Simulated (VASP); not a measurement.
Here is the system:

```xyz
4
Lattice="3.8805 0.0000 0.0000 -1.9403 3.3606 0.0000 0.0000 0.0000 6.7485" Properties=species:S:1:pos:R:3 pbc="T T T"
Na     0.0000     0.0000     0.0000
Na     0.0000     0.0000     3.3742
Cl     0.0000     2.2404     1.6871
Cl     1.9403     1.1202     5.0613
```

Level of theory: PBEsol GGA, VASP's PBE PAW potentials (set 64) (plane waves; VASP). Settings: 400 eV cut-off, Gaussian smearing of 0.050 eV, potentials Na_pv Cl.

### Question
Give the energies of bands 9 to 17 at the high-symmetry points, in eV from the valence-band maximum.

### Answer

```tsv
band	Γ	M	K	A	L	H
9	-2.17	-1.99	-1.65	-1.34	-1.96	-1.55
10	-0.25	-1.59	-1.29	-1.34	-1.96	-1.55
11	-0.22	-1.15	-1.29	-0.11	-0.69	-1.36
12	-0.22	-0.68	-1.03	-0.11	-0.69	-1.36
13	0.00	-0.59	-0.87	-0.11	-0.47	-0.54
14	0.00	-0.33	-0.87	-0.11	-0.47	-0.54
15	4.90	7.50	8.39	6.38	7.35	8.20
16	7.18	7.82	8.95	6.38	7.35	8.20
17	10.04	8.10	8.95	9.58	8.77	9.29
```

The gap is direct, 4.90 eV, from the valence maximum at Γ to the conduction minimum at Γ.

The structure was generated: NaCl was put into the NiAs type type (P6_3/mmc), which need not be its known phase. It was relaxed first, which changed the volume by -6 %.
